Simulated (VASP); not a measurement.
# BaSbPt (P-6m2) in VASP: electric field gradients with LDA

Aim: the electric field gradients of BaSbPt with LDA.

Everything below comes from runs of VASP 6.6.1. Logs are shortened: lines on timing, memory, paths and dates and some standing lists are left out, and cuts for length are marked.

## 1. The crystal as given

Symmetry: P-6m2, No. 187, hexagonal system. Conventional cell: a = 4.568 Å, b = 4.568 Å, c = 4.986 Å, α = 90.00°, β = 90.00°, γ = 120.00°. Around Ba (site symmetry -6m2) lie 6 Sb at 3.63 Å and 6 Pt at 3.63 Å. Sb (site symmetry -6m2) has 3 Pt at 2.64 Å as nearest neighbours. Pt (site symmetry -6m2) has 3 Sb at 2.64 Å as nearest neighbours.

The cell comes from a database or a generator and needn't be the stable form of this composition.

## 2. Electric field gradients, LDA

INCAR reads:

```
  PREC = Accurate
  ENCUT = 520
  EDIFF = 1E-8
  ISMEAR = -1
  SIGMA = 0.05
  LREAL = F
  LASPH = T
  NELM = 100
  ALGO = Normal
  ISIF = 2
  LWAVE = F
  LCHARG = F
  LEFG = T
  NBANDS = 20
```

KPOINTS reads:

```
Automatic mesh
0
Gamma
  8 8 7
```

POSCAR reads:

```
BaSbPt
1.0
    4.5679976171      0.0000000000      0.0000000000
   -2.2839988085      3.9560019808      0.0000000000
    0.0000000000      0.0000000000      4.9864066600
Ba Sb Pt
1 1 1
Direct
    0.0000000000      0.0000000000      0.0000000000
    0.6666666667      0.3333333333      0.5000000000
    0.3333333333      0.6666666667      0.5000000000
```

Potentials or basis: VASP PAW LDA potentials, release 64 (Ba_sv, Sb, Pt).

Launch:

```sh
> cat potpaw_LDA.64/Ba_sv/POTCAR potpaw_LDA.64/Sb/POTCAR potpaw_LDA.64/Pt/POTCAR > POTCAR
> mpirun -np 1 vasp_std > vasp.out
```

OUTCAR:

```text
PREC = Accurate
   ENCUT = 520
   EDIFF = 1E-8
   ISMEAR = -1
   LREAL = F
   LASPH = T
   NELM = 100
   ISIF = 2

 ion  position               nearest neighbor table
   1  0.000  0.000  0.000-   2 3.63   3 3.63   2 3.63   3 3.63   3 3.63   3 3.63   2 3.63   2 3.63
                             2 3.63   2 3.63   3 3.63   3 3.63
   2  0.667  0.333  0.500-   3 2.64   3 2.64   3 2.64   1 3.63   1 3.63   1 3.63   1 3.63   1 3.63
                             1 3.63
   3  0.333  0.667  0.500-   2 2.64   2 2.64   2 2.64   1 3.63   1 3.63   1 3.63   1 3.63   1 3.63
                             1 3.63

  LATTYP: Found a hexagonal cell.
 ALAT       =     4.5679976171
 C/A-ratio  =     1.0915957227

  Lattice vectors:

 A1 = (   4.5679976171,   0.0000000000,   0.0000000000)
 A2 = (  -2.2839988085,   3.9560019808,   0.0000000000)
 A3 = (   0.0000000000,   0.0000000000,   4.9864066600)

Analysis of symmetry for initial positions (statically):
=====================================================================
 Subroutine PRICEL returns:
 Original cell was already a primitive cell.

 Routine SETGRP: Setting up the symmetry group for a
 hexagonal supercell.

 Subroutine GETGRP returns: Found 12 space group operations
 (whereof 12 operations were pure point group operations)
 out of a pool of 24 trial point group operations.

The static configuration has the point symmetry D_3h.

Analysis of symmetry for dynamics (positions and initial velocities):
=====================================================================
 Subroutine PRICEL returns:
 Original cell was already a primitive cell.

 Routine SETGRP: Setting up the symmetry group for a
 hexagonal supercell.

 Subroutine GETGRP returns: Found 12 space group operations
 (whereof 12 operations were pure point group operations)
 out of a pool of 24 trial point group operations.

The dynamic configuration has the point symmetry D_3h.

 Subroutine INISYM returns: Found 12 space group operations
 (whereof 12 operations are pure point group operations),
 and found     1 'primitive' translations

----------------------------------------------------------------------------------------

                                     Primitive cell

  volume of cell :      90.1094

  direct lattice vectors                    reciprocal lattice vectors
     4.567997617  0.000000000  0.000000000     0.218914300  0.126390230  0.000000000
    -2.283998808  3.956001981  0.000000000     0.000000000  0.252780460  0.000000000
     0.000000000  0.000000000  4.986406660     0.000000000  0.000000000  0.200545216

  length of vectors
     4.567997617  4.567997617  4.986406660     0.252780460  0.252780460  0.200545216

  position of ions in fractional coordinates (direct lattice)
     0.000000000  0.000000000  0.000000000
     0.666666667  0.333333333  0.500000000
     0.333333333  0.666666667  0.500000000

  ion indices of the primitive-cell ions
   primitive index   ion index
                 1           1
                 2           2
                 3           3

----------------------------------------------------------------------------------------

 KPOINTS: Automatic mesh

Automatic generation of k-mesh.
 Grid dimensions read from file:
 generate k-points for:    8    8    7

 Generating k-lattice:

  Cartesian coordinates                     Fractional coordinates (reciprocal lattice)
     0.027364287  0.015798779  0.000000000     0.125000000  0.000000000  0.000000000
     0.000000000  0.031597557  0.000000000     0.000000000  0.125000000  0.000000000
     0.000000000  0.000000000  0.028649317     0.000000000  0.000000000  0.142857143

  Length of vectors
     0.031597557  0.031597557  0.028649317

  Shift w.r.t. Gamma in fractional coordinates (k-lattice)
     0.000000000  0.000000000  0.000000000

 Subroutine IBZKPT returns following result:
 ===========================================

 Found     40 irreducible k-points:

 Following reciprocal coordinates:
            Coordinates               Weight
  0.000000  0.000000  0.000000      1.000000
  0.125000  0.000000  0.000000      6.000000
  0.250000  0.000000  0.000000      6.000000
  0.375000  0.000000  0.000000      6.000000
  0.500000  0.000000  0.000000      3.000000
  0.125000  0.125000  0.000000      6.000000
[... 16 lines left out ...]
  0.250000  0.000000  0.285714     12.000000
  0.375000  0.000000  0.285714     12.000000
 [... further k-points ...]
   k-points           NKPTS =     40   k-points in BZ     NKDIM =     40   number of bands    NBANDS=     20
   number of dos      NEDOS =    301   number of ions     NIONS =      3
   total plane-waves  NPLWV =  51840
   dimension x,y,z NGX =    36 NGY =   36 NGZ =   40
   dimension x,y,z NGXF=    72 NGYF=   72 NGZF=   80
   ions per type =               1   1   1
   NGX,Y,Z   is equivalent  to a cutoff of  13.10, 13.10, 13.34 a.u.
   NGXF,Y,Z  is equivalent  to a cutoff of  26.20, 26.20, 26.67 a.u.
 SYSTEM =  unknown system
   PREC   = accura    normal or accurate (medium, high low for compatibility)
   ISTART =      0    job   : 0-new  1-cont  2-samecut
   ICHARG =      2    charge: 1-file 2-atom 10-const
   ISPIN  =      1    spin polarized calculation?
   LNONCOLLINEAR =      F non collinear calculations
   LSORBIT =      F    spin-orbit coupling
   LASPH  =      T    aspherical Exc in radial PAW
   ENCUT  =  520.0 eV  38.22 Ry    6.18 a.u.   8.49  8.49  9.27*2*pi/ulx,y,z
   NELM   =    100;   NELMIN=  2; NELMDL= -5     # of ELM steps
   EDIFF  = 0.1E-07   stopping-criterion for ELM
   LREAL  =      F    real-space projection
   EDIFFG = 0.1E-06   stopping-criterion for IOM
   NSW    =      0    number of steps for IOM
   IBRION =     -1    ionic relax: 0-MD 1-quasi-New 2-CG
   NFREE  =      0    steps in history (QN), initial steepest desc. (CG)
   ISIF   =      2    stress and relaxation
   ISYM   =      2    0-nonsym 1-usesym 2-fastsym
   POTIM  = 0.5000    time-step for ionic-motion
   TEBEG  =    0.0;   TEEND  =   0.0 temperature during run
   PSTRESS=    0.0 pullay stress
   NELECT =      25.0000    total number of electrons
   NUPDOWN=      -1.0000    fix difference up-down
   EMIN   =  10.00;   EMAX   =-10.00  energy-range for DOS
   EFERMI =   0.00;   METHOD = LEGACY
   ISMEAR =    -1;   SIGMA  =   0.05  broadening in eV -4-tet -1-fermi 0-gaus
   EFERMI_NEDOS =   21; number of points for ismear=-14 and -15
   IALGO  =     38    algorithm
   IMIX   =      4    mixing-type and parameters
     AMIX     =   0.40;   BMIX     =  1.00
     AMIX_MAG =   1.60;   BMIX_MAG =  1.00
  volume/ion in A,a.u.               =      30.04       202.70
  Fermi-wavevector in a.u.,A,eV,Ry     =   1.067738  2.017733 15.511526  1.140065
  Thomas-Fermi vector in A             =   2.203364
   LORBIT       =      0    0 simple, 1 ext, 2 COOP (PROOUT), +10 PAW based schemes
   GGA     = CA    functional components
   LHFCALC =     F    Hartree Fock is set to
   AEXX    =    0.0000 exact exchange contribution
   IVDW    =     0    specifies the selected vdW correction
   LEPSILON=     F    determine dielectric tensor
   LRPA    =     F    only Hartree local field effects (RPA)
 non-spin polarized calculation
  energy-cutoff  :      520.00
  volume of cell :       90.11
 maximum number of plane-waves:      2461
 NGX is ok and might be reduce to    36
   NGX = 17   NGY = 17   NGZ = 19

 number of electron      25.0000000 magnetization

 Free energy of the ion-electron system (eV)
  ---------------------------------------------------
  ext. energy  EPLUGINS =         0.00000000
  ---------------------------------------------------
  free energy    TOTEN  =       -17.30544204 eV

  energy without entropy =      -17.28952565  energy(sigma->0) =      -17.29748384

 E-fermi :   4.8354     XC(G=0):  -9.9173

 val. band max:        4.8253620285   @ k =   0.3750   0.1250   0.0000
 cond. band min:       4.8941918080   @ k =   0.1250   0.0000   0.1429
 fundamental gap:      0.0688297794
 Fermi energy:         4.8353799949

 k-point     1 :       0.0000    0.0000    0.0000
  band No.  band energies     occupation
      1     -22.6564      2.00000
      2      -7.9004      2.00000
      3      -7.8006      2.00000
      4      -7.8006      2.00000
      5      -5.2101      2.00000
      6       0.7410      2.00000
[... 541 lines left out ...]
     19      10.5334      0.00000
     20      11.4707      0.00000

 [... further k-points ...]

------------------------ aborting loop because EDIFF is reached ----------------------------------------

  FORCE on cell =-STRESS in cart. coord.  units (eV):
  Direction    XX          YY          ZZ          XY          YZ          ZX
  --------------------------------------------------------------------------------------
  -------------------------------------------------------------------------------------
  Total       -2.1465429     -2.1465429     -1.7757882     -0.0000000     -0.0000000     -0.0000000
  in kB      -38.1663020    -38.1663020    -31.5741518     -0.0000000     -0.0000000     -0.0000000
  external PRESSURE =     -35.9689186 kB  Pullay stress =       0.0000000 kB

 VOLUME and BASIS-vectors are now :
 -----------------------------------------------------------------------------
  energy-cutoff  :      520.00
  volume of cell :       90.11
      direct lattice vectors                 reciprocal lattice vectors
     4.567997617  0.000000000  0.000000000     0.218914300  0.126390230  0.000000000
    -2.283998808  3.956001981  0.000000000     0.000000000  0.252780460  0.000000000
     0.000000000  0.000000000  4.986406660     0.000000000  0.000000000  0.200545216

 POSITION                                       TOTAL-FORCE (eV/Angst)
 -----------------------------------------------------------------------------------
      0.00000      0.00000      0.00000         0.000000     -0.000000      0.000000
      2.28400      1.31867      2.49320         0.000000     -0.000000      0.000000
     -0.00000      2.63733      2.49320        -0.000000      0.000000      0.000000
 -----------------------------------------------------------------------------------
    total drift:                               -0.000000      0.000000     -0.000000

  FREE ENERGIE OF THE ION-ELECTRON SYSTEM (eV)
  ---------------------------------------------------
  free  energy   TOTEN  =       -17.3054420405 eV

  energy  without entropy=      -17.2895256495  energy(sigma->0) =      -17.29748384

 Electric field gradients (V/A^2)
---------------------------------------------------------------------
 ion       V_xx      V_yy      V_zz      V_xy      V_xz      V_yz
---------------------------------------------------------------------
   1      32.749    32.749   -65.497    -0.000    -0.000     0.000
   2      47.524    47.524   -95.048     0.000     0.000     0.000
   3    -149.440  -149.440   298.879     0.000     0.000    -0.000
---------------------------------------------------------------------

 Electric field gradients after diagonalization (V/A^2)
 (convention: |V_zz| > |V_xx| > |V_yy|)
----------------------------------------------------------------------
 ion       V_xx      V_yy      V_zz     asymmetry (V_yy - V_xx)/ V_zz
----------------------------------------------------------------------
   1      32.749    32.748   -65.497       0.000
   2      47.524    47.524   -95.048       0.000
   3    -149.440  -149.440   298.879       0.000
----------------------------------------------------------------------

           NMR quadrupolar parameters

 Cq : quadrupolar parameter    Cq=e*Q*V_zz/h
 eta: asymmetry parameters     (V_yy - V_xx)/ V_zz
 Q  : nuclear electric quadrupole moment in mb (millibarn)
----------------------------------------------------------------------
 ion       Cq(MHz)       eta       Q (mb)
----------------------------------------------------------------------
   1      -0.158       0.000       1.000
   2      -0.230       0.000       1.000
   3       0.723       0.000       1.000
----------------------------------------------------------------------
```

Run time: 49 s. Hardware: 1 thread of Intel Xeon Platinum 8375C at 2.90GHz (Ice Lake), shared host; peak memory 0.24 GiB.

What came out:

```yaml
Free_energy: -17.3054 eV
Pressure: -3.6 GPa
Band_gap_on_the_k_mesh: none (metal or under the smearing width)
```

Electric field gradients, principal values (V/Å²):
| atom | Vxx | Vyy | Vzz |
| --- | --- | --- | --- |
| 1 Ba | 32.748 | 32.749 | -65.497 |
| 2 Sb | 47.524 | 47.524 | -95.048 |
| 3 Pt | -149.440 | -149.440 | 298.879 |

Spin-orbit coupling is left out, which matters for the levels of Ba, Pt, Sb.
